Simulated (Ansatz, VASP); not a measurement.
# One calculation of Si, two programs

The input INCAR:

```
ALGO = Normal
EDIFF = 1E-6
ENCUT = 520
ISIF = 2
ISMEAR = 0
LASPH = T
LCHARG = F
LREAL = F
LWAVE = F
NBANDS = 8
NELM = 100
PREC = Accurate
SIGMA = 0.15
```

File KPOINTS:

```
k-points
0
Gamma
  22 22 22
```

POSCAR

```
Si
1.0
   -1.6879242399      1.6879242399      1.3203298500
    1.6879242399     -1.6879242399      1.3203298500
    1.5659056201      1.5659056201     -1.3203298500
Si
1
Direct
    0.0000000000      0.0000000000      0.0000000000
```

Input for Ansatz:

```yaml
crystal:
  lattice:
    - [-1.6879242399, 1.6879242399, 1.32032985]
    - [1.6879242399, -1.6879242399, 1.32032985]
    - [1.5659056201, 1.5659056201, -1.32032985]
  atoms:
    - { symbol: Si, position: [0.0, 0.0, 0.0] }
basis:
  ecutwfc: 420
kpoints:
  mp_grid: { grid: [22, 22, 22] }
hamiltonian:
  xc: lda
scf:
  occupations: { method: gaussian, width: 0.15 }
output:
  forces: true
  stress: true
  eigenvalues: true
```

Change from the starting cell: strain -0.0750 x Voigt [0, 0, 0, 0, 0, 1], atoms carried along.

Alike in both runs: task single point; functional LDA; k mesh 22 × 22 × 22; occupations gaussian, width 0.15 eV; no spin polarisation.

```csv
,VASP,Ansatz
version,VASP 6.6.1,Ansatz 0.2.0
potentials or method,"VASP PAW LDA potentials, release 64 (Si)","scalar-relativistic, plane waves, PAW"
plane-wave cutoff (eV),520,420
valence electrons in the cell,4,4
```

```csv
,VASP,Ansatz,Ansatz less VASP
gap on the k mesh at the Fermi level (eV),none,none,-
pressure (GPa),0.5,0.4,-0.07
largest component of the traceless stress (GPa),3.88,3.88,+0.002
```

A gap of «none» marks a metal or a gap that the smearing closes.
